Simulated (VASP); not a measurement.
Input of a VASP 6.6.1 run:

The input INCAR:

```
PREC = Normal
ENCUT = 520
EDIFF = 1E-4
ISMEAR = 0
SIGMA = 0.15
LREAL = F
LASPH = T
NELM = 60
ALGO = Fast
ISIF = 3
LWAVE = F
LCHARG = F
GGA = PE
IBRION = 2
NSW = 24
EDIFFG = -0.08
```

The input KPOINTS:

```
regular mesh
0
Gamma
  4 4 4
```

Contents of POSCAR:

```
SiCl5
1.0
   -4.1399869700      4.1399869700      2.4118193000
    4.1399869700     -4.1399869700      2.4118193000
    4.1399869700      4.1399869700     -2.4118193000
Si Cl
1 5
Direct
    0.0000000000      0.0000000000      0.0000000000
    0.0000000000      0.7291125400      0.7291125400
    0.0000000000      0.2708874600      0.2708874600
    0.2708874600      0.0000000000      0.2708874600
    0.7291125400      0.0000000000      0.7291125400
    0.5000000000      0.5000000000      0.0000000000
```

Potentials or basis: VASP PAW PBE potentials, release 64 (Si, Cl).

The run is started by

```console
$ cat potpaw_PBE.64/Si/POTCAR potpaw_PBE.64/Cl/POTCAR > POTCAR
$ mpirun -np 1 vasp_std > vasp.out
```

Problem. Predict the relaxed volume.

Solution. 27.04 Å³/atom.

Problem. Estimate the space group after relaxing (to 0.05 Å).

Solution. I4/mmm (No. 139).

Problem. What does it give for the band gap on the k mesh?

Solution. None (metal or under the smearing width).

Step by step:
| step | energy change (eV) | largest force (eV/Å) | pressure (GPa) | volume (Å³) |
| --- | --- | --- | --- | --- |
| 1 | 0.0000 | 1.2061 | -3.17 | 165.35 |
| 2 | -0.1843 | 0.5167 | 2.69 | 152.59 |
| 3 | -0.2371 | 0.1361 | 0.47 | 156.38 |
| 4 | -0.2371 | 0.1140 | 0.56 | 156.20 |
| 5 | -0.2467 | 0.1116 | 0.51 | 157.88 |
| 6 | -0.2568 | 0.0319 | 0.13 | 162.97 |
| 7 | -0.2570 | 0.0290 | 0.15 | 162.26 |

Caveat: the k mesh is coarse (spacing up to 0.38 Å⁻¹), so the values aren't converged; an odd number of electrons without spin polarisation forces a metal; a magnetic or distorted state may lie lower; the relaxation stopped at a loose force limit of 0.08 eV/Å, so its end isn't a converged minimum.
